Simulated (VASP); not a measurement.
All values below come from LDA (Ceperley-Alder, Perdew-Zunger), VASP's LDA PAW potentials (set 64) (plane waves; VASP).

VASP input:

**POSCAR**
```
KTaO3
1
    3.9605448231     0.0000000000     0.0000000000
    0.0000000000     3.9605448231     0.0000000000
    0.0000000000     0.0000000000     3.9605448231
K Ta O
1 1 3
Direct
  0.0000000000   0.0000000000   0.0000000000
  0.5000000000   0.5000000000   0.5000000000
  0.5000000000   0.0000000000   0.5000000000
  0.0000000000   0.5000000000   0.5000000000
  0.5000000000   0.5000000000   0.0000000000
```

KPOINTS:
```
Automatic mesh
0
Gamma
6 6 6
0 0 0
```

INCAR:
```
SYSTEM = KTaO3
PREC = Accurate; ENCUT = 520; LREAL = .FALSE.
LASPH = .TRUE.
EDIFF = 1E-8; NELM = 100; ALGO = Normal
LMAXMIX = 6
ISMEAR = 0; SIGMA = 0.01
LWAVE = .FALSE.; LCHARG = .FALSE.
LEPSILON = .TRUE.
```

POTCAR, in this order: K_sv Ta_pv O (LDA.64 set). Program: vasp_std.

Output of the run:

OSZICAR:
```
...
RMM:  19    -0.120086835544E+01   -0.79515E-09    0.60841E-06  1038   0.620E-04
RMM:  20    -0.120086835864E+01   -0.31993E-08    0.40248E-06  1020   0.594E-04
RMM:  21    -0.120086835649E+01    0.21527E-08    0.50564E-06   995   0.586E-04
 Linear response to external field, progress :
  Direction:   1
       N       E                     dE             d eps       ncg     rms          rms(c)
RMM:   1    -0.791776454744E+00   -0.79178E+00   -0.37239E+00  3341   0.554E+00
RMM:   2    -0.820952239120E+00   -0.29176E-01   -0.63417E-02  3311   0.114E+00    0.130E+00
RMM:   3    -0.803057138249E+00    0.17895E-01   -0.32195E-02  2925   0.103E+00    0.717E-01
RMM:   4    -0.815463075214E+00   -0.12406E-01   -0.21831E-02  3109   0.927E-01    0.151E-01
RMM:   5    -0.821575125175E+00   -0.61120E-02   -0.48308E-03  3425   0.286E-01    0.369E-02
RMM:   6    -0.822288527449E+00   -0.71340E-03   -0.10052E-03  3589   0.985E-02    0.288E-02
RMM:   7    -0.822718499214E+00   -0.42997E-03   -0.40047E-04  3500   0.576E-02    0.125E-02
RMM:   8    -0.822764250704E+00   -0.45751E-04   -0.11369E-04  3601   0.331E-02    0.581E-03
RMM:   9    -0.822787310786E+00   -0.23060E-04   -0.66960E-05  3870   0.198E-02    0.343E-03
RMM:  10    -0.822801110348E+00   -0.13800E-04   -0.11563E-05  3880   0.116E-02    0.310E-03
RMM:  11    -0.822806410641E+00   -0.53003E-05   -0.15675E-05  3758   0.815E-03    0.246E-03
RMM:  12    -0.822837561248E+00   -0.31151E-04   -0.42072E-06  3555   0.698E-03    0.527E-03
RMM:  13    -0.822817442225E+00    0.20119E-04   -0.13105E-06  3418   0.463E-03    0.660E-04
RMM:  14    -0.822818119066E+00   -0.67684E-06   -0.14765E-06  3542   0.263E-03    0.490E-04
RMM:  15    -0.822818655779E+00   -0.53671E-06   -0.10739E-06  3161   0.189E-03    0.432E-04
RMM:  16    -0.822818443560E+00    0.21222E-06    0.14601E-09  3192   0.147E-03    0.313E-04
RMM:  17    -0.822818648419E+00   -0.20486E-06   -0.11614E-08  3157   0.110E-03    0.247E-04
RMM:  18    -0.822820181221E+00   -0.15328E-05    0.76402E-09  3429   0.994E-04    0.159E-04
RMM:  19    -0.822819433199E+00    0.74802E-06   -0.13851E-07  2692   0.759E-04    0.802E-05
RMM:  20    -0.822819711402E+00   -0.27820E-06    0.43142E-07  2253   0.648E-04    0.417E-05
RMM:  21    -0.822819920118E+00   -0.20872E-06   -0.22198E-07  2268   0.588E-04    0.202E-05
RMM:  22    -0.822819990360E+00   -0.70242E-07    0.68791E-07  2050   0.543E-04    0.171E-05
RMM:  23    -0.822820147722E+00   -0.15736E-06    0.57631E-07  2256   0.520E-04    0.257E-05
RMM:  24    -0.822820255843E+00   -0.10812E-06   -0.11620E-06  1979   0.499E-04    0.325E-05
RMM:  25    -0.822820258566E+00   -0.27231E-08    0.85937E-08  1963   0.487E-04    0.255E-05
 Linear response to external field, progress :
  Direction:   2
       N       E                     dE             d eps       ncg     rms          rms(c)
RMM:   1    -0.791819459607E+00   -0.79182E+00   -0.37243E+00  3346   0.553E+00
RMM:   2    -0.820958253458E+00   -0.29139E-01   -0.62902E-02  3303   0.113E+00    0.130E+00
RMM:   3    -0.803076676965E+00    0.17882E-01   -0.32105E-02  2920   0.103E+00    0.717E-01
RMM:   4    -0.815466818243E+00   -0.12390E-01   -0.21835E-02  3105   0.927E-01    0.151E-01
RMM:   5    -0.821566344284E+00   -0.60995E-02   -0.48288E-03  3421   0.286E-01    0.369E-02
RMM:   6    -0.822291933413E+00   -0.72559E-03   -0.10216E-03  3587   0.988E-02    0.288E-02
RMM:   7    -0.822721305643E+00   -0.42937E-03   -0.34639E-04  3496   0.574E-02    0.125E-02
RMM:   8    -0.822764582356E+00   -0.43277E-04   -0.13124E-04  3597   0.329E-02    0.581E-03
RMM:   9    -0.822787750939E+00   -0.23169E-04   -0.77669E-05  3871   0.197E-02    0.346E-03
RMM:  10    -0.822801316771E+00   -0.13566E-04   -0.36490E-05  3896   0.115E-02    0.317E-03
RMM:  11    -0.822806349076E+00   -0.50323E-05   -0.13796E-05  3756   0.810E-03    0.261E-03
RMM:  12    -0.822845142571E+00   -0.38793E-04   -0.42257E-06  3497   0.747E-03    0.661E-03
RMM:  13    -0.822819389935E+00    0.25753E-04   -0.99058E-06  3402   0.503E-03    0.824E-04
RMM:  14    -0.822819366297E+00    0.23638E-07   -0.13390E-06  3545   0.267E-03    0.537E-04
RMM:  15    -0.822819694903E+00   -0.32861E-06   -0.53744E-06  3292   0.193E-03    0.430E-04
RMM:  16    -0.822819417325E+00    0.27758E-06   -0.12731E-06  3194   0.146E-03    0.332E-04
RMM:  17    -0.822819392866E+00    0.24459E-07   -0.28250E-06  2641   0.105E-03    0.361E-04
RMM:  18    -0.822820837147E+00   -0.14443E-05   -0.92650E-08  3177   0.870E-04    0.211E-04
RMM:  19    -0.822821688406E+00   -0.85126E-06   -0.25924E-06  3318   0.794E-04    0.203E-04
RMM:  20    -0.822821023230E+00    0.66518E-06    0.97462E-07  2808   0.654E-04    0.524E-05
RMM:  21    -0.822821244493E+00   -0.22126E-06   -0.24630E-06  2171   0.566E-04    0.699E-05
RMM:  22    -0.822821113302E+00    0.13119E-06   -0.25045E-06  2299   0.537E-04    0.195E-05
RMM:  23    -0.822821030009E+00    0.83293E-07   -0.32784E-07  2289   0.512E-04    0.210E-05
RMM:  24    -0.822821017780E+00    0.12229E-07   -0.43131E-06  2044   0.491E-04    0.272E-05
RMM:  25    -0.822821075524E+00   -0.57744E-07    0.40766E-07  2040   0.482E-04    0.202E-05
RMM:  26    -0.822821139459E+00   -0.63935E-07   -0.27314E-06  1849   0.468E-04    0.107E-05
RMM:  27    -0.822821162380E+00   -0.22921E-07    0.10522E-06  1746   0.466E-04    0.718E-06
 Linear response to external field, progress :
  Direction:   3
       N       E                     dE             d eps       ncg     rms          rms(c)
RMM:   1    -0.792189985970E+00   -0.79219E+00   -0.37280E+00  3335   0.553E+00
RMM:   2    -0.820977795566E+00   -0.28788E-01   -0.62862E-02  3307   0.113E+00    0.130E+00
RMM:   3    -0.803076865929E+00    0.17901E-01   -0.32060E-02  2918   0.103E+00    0.717E-01
RMM:   4    -0.815470966506E+00   -0.12394E-01   -0.21826E-02  3105   0.927E-01    0.152E-01
RMM:   5    -0.821576172227E+00   -0.61052E-02   -0.47888E-03  3410   0.285E-01    0.368E-02
RMM:   6    -0.822292607897E+00   -0.71644E-03   -0.99748E-04  3575   0.974E-02    0.285E-02
RMM:   7    -0.822720577139E+00   -0.42797E-03   -0.33495E-04  3486   0.570E-02    0.123E-02
RMM:   8    -0.822763903321E+00   -0.43326E-04   -0.11493E-04  3582   0.328E-02    0.583E-03
RMM:   9    -0.822787615384E+00   -0.23712E-04   -0.85443E-05  3868   0.197E-02    0.337E-03
RMM:  10    -0.822800575445E+00   -0.12960E-04   -0.24323E-05  3875   0.115E-02    0.316E-03
RMM:  11    -0.822805983119E+00   -0.54077E-05   -0.23353E-05  3739   0.807E-03    0.262E-03
RMM:  12    -0.822844287429E+00   -0.38304E-04   -0.55490E-06  3503   0.732E-03    0.620E-03
RMM:  13    -0.822818059956E+00    0.26227E-04   -0.49171E-06  3450   0.485E-03    0.778E-04
RMM:  14    -0.822818693736E+00   -0.63378E-06   -0.23526E-06  3551   0.264E-03    0.617E-04
RMM:  15    -0.822818906777E+00   -0.21304E-06   -0.20686E-06  3309   0.196E-03    0.462E-04
RMM:  16    -0.822818062259E+00    0.84452E-06   -0.15685E-06  3202   0.150E-03    0.344E-04
RMM:  17    -0.822818333668E+00   -0.27141E-06   -0.11242E-06  2490   0.105E-03    0.350E-04
RMM:  18    -0.822822260231E+00   -0.39266E-05   -0.10904E-06  3407   0.102E-03    0.605E-04
RMM:  19    -0.822820975169E+00    0.12851E-05    0.45570E-07  3120   0.814E-04    0.305E-04
RMM:  20    -0.822820557285E+00    0.41788E-06   -0.10565E-06  2398   0.655E-04    0.188E-04
RMM:  21    -0.822820108659E+00    0.44863E-06    0.65486E-07  2730   0.609E-04    0.665E-05
RMM:  22    -0.822819682132E+00    0.42653E-06   -0.59650E-07  2341   0.561E-04    0.539E-05
RMM:  23    -0.822820007483E+00   -0.32535E-06   -0.10960E-07  2193   0.522E-04    0.202E-05
RMM:  24    -0.822819864823E+00    0.14266E-06   -0.93076E-07  2154   0.504E-04    0.192E-05
RMM:  25    -0.822819935972E+00   -0.71149E-07    0.28011E-07  2034   0.490E-04    0.122E-05
RMM:  26    -0.822819961658E+00   -0.25687E-07   -0.51893E-07  1999   0.483E-04    0.824E-06
```

### OUTCAR
```
------------------------ aborting loop because EDIFF is reached ----------------------------------------

 HEAD OF MICROSCOPIC STATIC DIELECTRIC TENSOR (INDEPENDENT PARTICLE, excluding Hartree and local field effects)
 ------------------------------------------------------
           5.800622     0.000000     0.000000
          -0.000000     5.800622     0.000000
          -0.000000    -0.000000     5.800622
 ------------------------------------------------------

 MACROSCOPIC STATIC DIELECTRIC TENSOR (including local field effects in DFT)
 ------------------------------------------------------
           5.609089    -0.000000    -0.000000
           0.000000     5.609089    -0.000000
           0.000000     0.000000     5.609089
 ------------------------------------------------------

 PIEZOELECTRIC TENSOR (including local field effects)  for field in x, y, z        (e  Angst)
          XX          YY          ZZ          XY          YZ          ZX
  --------------------------------------------------------------------------------
  x     0.00000     0.00000     0.00000     0.00000     0.00000     0.00000
  y     0.00000     0.00000     0.00000     0.00000     0.00000     0.00000
  z     0.00000     0.00000     0.00000     0.00000     0.00000     0.00000

 PIEZOELECTRIC TENSOR (including local field effects)  for field in x, y, z        (C/m^2)
          XX          YY          ZZ          XY          YZ          ZX
  --------------------------------------------------------------------------------
  x     0.00000     0.00000     0.00000     0.00000     0.00000     0.00000
  y     0.00000     0.00000     0.00000     0.00000     0.00000     0.00000
  z     0.00000     0.00000     0.00000     0.00000     0.00000     0.00000

 BORN EFFECTIVE CHARGES (including local field effects) (in |e|, cummulative output)
 ---------------------------------------------------------------------------------
 ion    1
    1     1.15741    -0.00000    -0.00000
    2    -0.00000     1.15741     0.00000
    3    -0.00000     0.00000     1.15741
 ion    2
    1     8.85952     0.00000     0.00000
    2    -0.00000     8.85952     0.00000
    3     0.00000     0.00000     8.85952
 ion    3
    1    -1.70724     0.00000    -0.00000
    2     0.00000    -6.60245     0.00000
    3    -0.00000    -0.00000    -1.70724
 ion    4
    1    -6.60245     0.00000     0.00000
    2     0.00000    -1.70724    -0.00000
    3    -0.00000    -0.00000    -1.70724
 ion    5
    1    -1.70724    -0.00000    -0.00000
    2     0.00000    -1.70724    -0.00000
    3     0.00000     0.00000    -6.60245
```
(Selected blocks of OUTCAR.)

The dielectric response may not be converged in the k-mesh; for small gaps it tends to come out too large.

The compound is KTaO3 in the cubic perovskite structure. It was relaxed first.
